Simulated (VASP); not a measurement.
VASP ran on this input.

**POSCAR**
```
InAs
4.4176910
  0.0000000000   0.7071068024   0.7071068024
  0.7071068024   0.0000000000   0.7071068024
  0.7071068024   0.7071068024   0.0000000000
In As
1 1
Cartesian
  0.0000000000   0.0000000000   0.0000000000
  0.3535534012   0.3535534012   0.3535534012
```

**KPOINTS**
```
Automatic mesh
0
Gamma
10 10 10
0 0 0
```

### INCAR
```
ISIF = 2
ISMEAR = 1   # Methfessel-Paxton
LREAL = .FALSE.
EDIFF = 1E-7   # SCF stop (eV)
LMAXMIX = 4
PREC = Accurate
LCHARG = .FALSE.
ALGO = Normal   # blocked Davidson
SYSTEM = InAs
SIGMA = 0.1   # width (eV)
NELM = 100
ENCUT = 520   # plane-wave cut-off (eV)
LWAVE = .FALSE.
LASPH = .TRUE.   # aspherical one-centre terms
GGA = 91
```

POTCAR, in this order: In_d As (PBE.64 set). Program: vasp_std.

Task: Write an equivalent input for Quantum ESPRESSO's pw.x.

Result: One equivalent input (not run):
```
&CONTROL
  calculation = 'scf'
  pseudo_dir = './pseudo'
  outdir = './out'
  tprnfor = .true.
  tstress = .true.
/
&SYSTEM
  ibrav = 0
  nat = 2
  ntyp = 2
  ecutwfc = 84
  occupations = 'smearing'
  smearing = 'methfessel-paxton'
  degauss = 0.00735
  input_dft = 'pw91'
/
&ELECTRONS
  conv_thr = 7.3e-09
  electron_maxstep = 100
/
ATOMIC_SPECIES
  In 114.818 In.upf
  As 74.922 As.upf
CELL_PARAMETERS angstrom
     0.0000000    3.1237794    3.1237794
     3.1237794    0.0000000    3.1237794
     3.1237794    3.1237794    0.0000000
ATOMIC_POSITIONS crystal
  In   0.0000000  0.0000000  0.0000000
  As   0.2500000  0.2500000  0.2500000
K_POINTS automatic
  10 10 10 0 0 0
```
Limits of the translation: the potentials are each code's own (VASP's PAW set, PseudoDojo norm-conserving files in pw.x), so ENCUT and ecutwfc are chosen apart and not converted; conv_thr bounds pw.x's estimated SCF error, while EDIFF bounds the energy change between steps.

The compound is InAs in the zinc blende structure. This cell is one point of a volume scan, at 1.03 of the reference volume.
